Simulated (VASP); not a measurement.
# A VASP study of MnAlGe (PBEsol): structure first, properties next, part 3 of 3

Aim: relax MnAlGe, then compute properties on the relaxed cell. The start is a cell from a database of measured crystal structures.

VASP 6.6.1, plane waves and PAW; the level of theory is named at each step.

Still holding for the runs below: The magnetic order is the lowest of the few collinear ones that converged above; longer or canted patterns were not tried.

So far, moment of the cell, from the last line of the log (μB): step 2 (magnetic order: ferromagnetic) 3.45; step 9 (second relaxation) 3.56; step 10 (single point with fields (PBEsol)) 3.56; step 11 (band structure (PBEsol)) 3.56; step 12 (density of states (PBEsol)) 3.56. The relaxed cell has a = 3.840, c = 5.830 Å (conventional setting).

### 14. Zone-centre phonons (PBEsol)

This step: PBEsol, spin-polarised from a ferromagnetic start; plane waves and PAW (Mn_pv, Al, Ge_d) (VASP 6.6.1).

Zone-centre modes test whether the atoms sit at a minimum within this cell. IBRION = 8 takes the force constants from linear response, which needs tightly converged orbitals.

Contents of INCAR:

```
SYSTEM = MnAlGe
PREC = Accurate
ENCUT = 410
EDIFF = 1E-08
NELM = 100
ISMEAR = 1
SIGMA = 0.2
LREAL = .FALSE.
ALGO = Normal
GGA = PS
NBANDS = 42
ISPIN = 2
MAGMOM = 1.805 1.805 -0.017 -0.017 -0.054 -0.054
LASPH = .TRUE.
LMAXMIX = 4
LORBIT = 11
LWAVE = .FALSE.
LCHARG = .FALSE.
KPAR = 8
IBRION = 8
ISIF = 2
```

Contents of POSCAR:

```
MnAlGe
1.0
    3.8396184881      0.0000000000      0.0000000000
    0.0000000000      3.8396184881      0.0000000000
    0.0000000000      0.0000000000      5.8301322117
Mn Al Ge
2 2 2
Direct
    0.0000000000      0.0000000000      0.0000000000
    0.5000000000      0.5000000000      0.0000000000
    0.5000000000      0.0000000000      0.7058810200
    0.0000000000      0.5000000000      0.2941189800
    0.5000000000      0.0000000000      0.2738525020
    0.0000000000      0.5000000000      0.7261474980
```

Contents of KPOINTS:

```
Automatic mesh
0
Gamma
8 8 5
0 0 0
```

The projector-augmented-wave data sets are Mn_pv, Al and Ge_d (PBE family, release 64).

Run with:

```console
$ mpirun -np 8 vasp_std
```

The job ended after 13 min (8 MPI ranks of Intel Xeon Platinum 8488C (Sapphire Rapids), shared host; peak memory 8.3 GiB; 1.7 h of CPU time).

Energies printed during the response cycles are not total energies of the cell.

Numbers from this step:

```yaml
bands: 42
irreducible_k_points: 45
pressure_of_the_cell: -0.09884 GPa
largest_force_of_the_cell: 0.01118 eV/Å
fermi_energy: 8.835 eV
moment_of_the_cell_from_the_last_line_of_the_log: 3.509 μB
```

Modes at Γ, with each element's share of the kinetic energy:

```
mode  frequency (cm⁻¹)  symmetry  Mn %  Al %  Ge %
   1              -0.7  acoustic    35    17    47
   2              -0.7  acoustic    36    17    47
   3              -0.7  acoustic    36    17    47
   4             126.4        Eg     8    12    81
   5             126.4        Eg     8    12    81
   6             177.2       A1g     0    16    84
   7             188.7        Eg    58    42     0
   8             188.7        Eg    58    42     0
   9             222.1        Eu    62     2    36
  10             222.1        Eu    62     2    36
  11             263.0        Bg   100     0     0
  12             273.6        Eu     2    81    17
  13             273.6        Eu     2    81    17
  14             287.4       A2u    45     5    51
  15             313.4        Eg    34    46    19
  16             313.4        Eg    34    46    19
  17             333.5       A1g     0    84    16
  18             338.6       A2u    20    78     2
```

Displacements in mode 5 (126.4 cm⁻¹), the largest set to 1:
```
Mn1 -0.35 -0.05  0.00
Mn2  0.35  0.05  0.00
Al3  0.63 -0.08  0.00
Al4 -0.63  0.08  0.00
Ge5 -1.00  0.13  0.00
Ge6  1.00 -0.13  0.00
```

Displacements in mode 18 (338.6 cm⁻¹), the largest set to 1:
```
Mn1  0.00  0.00  0.35
Mn2  0.00  0.00  0.35
Al3  0.00  0.00 -1.00
Al4  0.00  0.00 -1.00
Ge5  0.00  0.00  0.10
Ge6  0.00  0.00  0.10
```

The three acoustic modes lie within 0.7 cm⁻¹ of zero, and all others are real. By the characters of their eigenvectors the optical modes sort into (cm⁻¹) Raman active: Eg 126, A1g 177, Eg 189, Bg 263, Eg 313, A1g 334; infrared active: Eu 222, Eu 274, A2u 287, A2u 339. B labels carry no number here, since it depends on the setting of the axes. With a centre of inversion no mode is active in both.

### 15. Optical spectrum (PBEsol)

LOPTICS sums transitions from filled to empty bands. The mesh is finer than in the run before. NBANDS is raised for it.

Changes to INCAR since step 14:

```diff
@@ -3,3 +3,3 @@
 ENCUT = 410
-EDIFF = 1E-08
+EDIFF = 1E-06
 NELM = 100
@@ -10,3 +10,3 @@
 GGA = PS
-NBANDS = 42
+NBANDS = 78
 ISPIN = 2
@@ -19,3 +19,4 @@
 KPAR = 8
-IBRION = 8
-ISIF = 2
+LOPTICS = .TRUE.
+NEDOS = 1500
+CSHIFT = 0.1
```

POSCAR is that of step 14.

Contents of KPOINTS:

```
Automatic mesh
0
Gamma
9 9 6
0 0 0
```

Run with:

```console
$ mpirun -np 8 vasp_std
```

Elapsed: 84 s, on 8 MPI ranks; peak memory 7.6 GiB; 11 min of CPU time.

These are independent-particle spectra without excitons or local fields, and fine structure depends on the mesh and on CSHIFT. The intraband (Drude) part is not in this spectrum.

Numbers from this step:

```
SCF cycles                                        : 15
bands                                             : 78
irreducible k-points                              : 60
free energy (TOTEN)                               : -38.83 eV
energy at zero smearing                           : -38.83 eV
pressure                                          : -0.08362 GPa
moment of the cell, from the last line of the log : 3.536 μB
```

The imaginary dielectric function has structure finer than the step of the table below, so its rows give means over 1 eV, whole bins alone (the curve runs from 0 to 25.0 eV). Peaks (eV: height): xx 0.3: 19.9, 1.5: 23.0; zz 0.7: 26.4, 3.3: 21.7, 5.0: 20.7.

Table of imaginary dielectric function by photon energy; means over each step:

```
photon energy (eV)     xx     zz
                 1   18.2   20.6
                 2   19.3   13.4
                 3   16.9   19.9
                 4   15.3   17.5
                 5   15.0   18.1
                 6   11.0   11.1
                 7   7.11   6.30
                 8   4.06   3.57
                 9   2.52   2.16
                10   1.90   1.39
                11   1.37   1.18
                12  0.962   1.06
                13  0.744  0.774
                14  0.532  0.601
                15  0.461  0.456
                16  0.458  0.422
                17  0.409  0.417
                18  0.321  0.359
                19  0.297  0.327
                20  0.251  0.324
                21  0.233  0.289
                22  0.195  0.253
                23  0.176  0.206
                24  0.168  0.187
```

Table of real dielectric function by photon energy:

```
photon energy (eV)        xx       zz
               0.0      59.8     50.9
               0.5      29.4     36.2
               1.0      24.4     16.7
               1.5      18.8     13.1
               2.0      10.6     16.0
               2.5      9.23     16.4
               3.0      7.69     12.3
               3.5      4.59     4.65
               4.0      3.03     3.30
               4.5      2.23     2.41
               5.0     0.159    0.280
               5.5     -3.64    -6.72
               6.0     -5.18    -7.98
               6.5     -5.20    -6.80
               7.0     -5.45    -5.93
               7.5     -5.36    -5.96
               8.0     -4.77    -5.06
               8.5     -3.99    -4.20
               9.0     -3.46    -3.81
               9.5     -2.88    -3.10
              10.0     -2.56    -2.49
              10.5     -2.37    -2.08
              11.0     -2.00    -1.77
              11.5     -1.84    -1.50
              12.0     -1.61    -1.41
              12.5     -1.32    -1.33
              13.0     -1.14    -1.12
              13.5     -1.02   -0.946
              14.0    -0.858   -0.852
              14.5    -0.631   -0.675
              15.0    -0.505   -0.586
              15.5    -0.379   -0.394
              16.0    -0.312   -0.262
              16.5    -0.245   -0.212
              17.0    -0.216   -0.151
              17.5    -0.154   -0.119
              18.0    -0.101  -0.0386
              18.5  -0.00520  -0.0157
              19.0    0.0461    0.106
              19.5    0.0729    0.103
              20.0     0.140    0.147
              20.5     0.184    0.159
              21.0     0.198    0.212
              21.5     0.244    0.217
              22.0     0.278    0.244
              22.5     0.330    0.274
              23.0     0.350    0.320
              23.5     0.388    0.347
              24.0     0.431    0.394
              24.5     0.463    0.422
```

### 16. What came out

```yaml
relaxed_volume: 14.33 Å³/atom
relaxed_conventional_cell_a_b_c: 3.840, 3.840, 5.830 Å
space_group_after_relaxing_within_0p02_a: P4/nmm (No. 129)
moment_of_the_cell_9x9x6_mesh: 3.56 μB
largest_site_moment_9x9x6_mesh: 1.79 μB on Mn1
band_gap: none, a metal
dos_at_the_fermi_level: 5.78 states/eV/cell
band_gap_pbesol_soc: none, a metal
highest_zone_centre_mode: 339 cm⁻¹
```

**Reading.** With PBEsol, MnAlGe relaxes to 14.33 Å³/atom in space group P4/nmm, comes out as a metal and keeps moments of up to 1.79 μB (9×9×6 mesh). Against the listed cell the volume lies -5.4 % (a -1.9 %, c -1.7 %). Band structure (PBEsol), spin down: Of the bands kept, 1 crosses the Fermi level on this path. Band structure (PBEsol + SOC): Of the orbital moment by atom, the largest in size is 0.0200 μB, on Mn1. Band structure (PBEsol + SOC): Of the bands kept, 3 cross the Fermi level on this path (spinor bands, one electron each). Zone-centre phonons (PBEsol): The highest mode in this list at Γ, 338.6 cm⁻¹, is mostly motion of Al (78 % of the kinetic energy). The k-sampling is coarse for a metal, so the Fermi level, moments, pressures and the shape of the cell carry errors. Only a few collinear orders were tried, on the cell as listed. Modes at Γ alone can't show that the crystal is stable at other wave vectors. No search among competing phases was made, and a listed structure need not be the one stable at ambient conditions. All values are for a static lattice at zero temperature.

[Lines on the potential files, build, host, timing and source positions are cut from VASP's logs without a mark.]

[Logs are printed without paths, hosts, clocks, repeated set-up lines and the standing remarks that a program may print on its own settings, such as how far it seeks lower states.]

[Hosts, paths, dates, database ids (printed as entryN), source tags and the programs' standing remarks are cut or masked in the printed files.]

[A measured line is paired with the nearest computed mode of its activity, which favours agreement.]
